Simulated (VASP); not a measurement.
```
Cu
1.0
    0.00000     1.77992     1.77992
    1.77992     0.00000     1.77992
    1.77992     1.77992     0.00000
Cu
1
Direct
  0.00000   0.00000   0.00000
```

Level of theory: revTPSS meta-GGA, VASP's PBE PAW potentials (set 64) (plane waves; VASP). Numerical set-up: 520 eV cut-off, 20×20×20 Γ-centred mesh, tetrahedra with Blöchl corrections, potentials Cu.

Task: Estimate the energy per atom (σ→0), band gap (over mesh and band path) with the smallest direct gap where there is one.

Result: 
- band gap (over mesh and band path): none (metal, semimetal or under 0.01 eV)
- energy per atom (σ→0): 0.679 eV/atom

Total energies compare only between runs with the same potentials, cut-off and functional.

The compound is Cu in the fcc structure. It was relaxed first.
